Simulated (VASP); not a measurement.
# CoO: vibrations by finite differences with PBE

Crystal: CoO.

```xyz
2
Lattice="0.0000 2.1217 2.1217 2.1217 0.0000 2.1217 2.1217 2.1217 0.0000" Properties=species:S:1:pos:R:3 pbc="T T T"
Co    0.0000    0.0000    0.0000
O     2.1217    2.1217    2.1217
```

```json
{"Program": "VASP 6.6.1", "Task": "vibrations by finite differences", "Functional": "PBE", "Potentials or basis": "VASP PAW PBE potentials, release 64 (Co, O)", "Cutoff": "520 eV", "k mesh": "12 × 12 × 12", "Occupations": "gaussian, width 0.02 eV", "Spin": "collinear spin, ferromagnetic start", "Starting moments": "[3.0, 0.0] μB", "Ions in elastic constants": "relaxed", "Further INCAR settings": "ALGO = Normal; EDIFF = 1e-08; NBANDS = 18; IBRION = 6; POTIM = 0.015; NSW = 1; ISIF = 3"}
```

```
Net moment                                            : 2.91 μB per cell
Site moments                                          : Co +2.56; O +0.30 μB
Valence electrons inside the program's atomic spheres : Co 7.81; O 4.99
Elastic constants C11, C12, C44                       : 177, 164, -44 GPa
Voigt bulk modulus                                    : 168 GPa
Highest phonon frequency at Γ                         : 169 cm⁻¹
```

Phonon frequencies in cm⁻¹ (negative: imaginary):
```tsv
q point	frequencies
(0.000, 0.000, 0.000)	0 0 0 169 169 169
```

Elastic tensor in Voigt notation (GPa, in the Cartesian axes of the cell as first typed):
```
177 164 164   0   0   0
164 177 164   0   0   0
164 164 177   0   0   0
  0   0   0 -44   0   0
  0   0   0   0 -44   0
  0   0   0   0   0 -44
```

Clamped-ion elastic tensor (GPa):
```
177 164 164   0   0   0
164 177 164   0   0   0
164 164 177   0   0   0
  0   0   0 -44   0   0
  0   0   0   0 -44   0
  0   0   0   0   0 -44
```

It took 25 min on 1 thread of Intel(R) Xeon(R) 6975P-C (Granite Rapids) (shared host), peak memory 0.6 GiB.

Caveat: the elastic tensor has a negative eigenvalue, so either the cell is unstable as it stands or the mesh is too thin; a cell with one magnetic atom can't hold antiferromagnetic order, which such compounds often take.
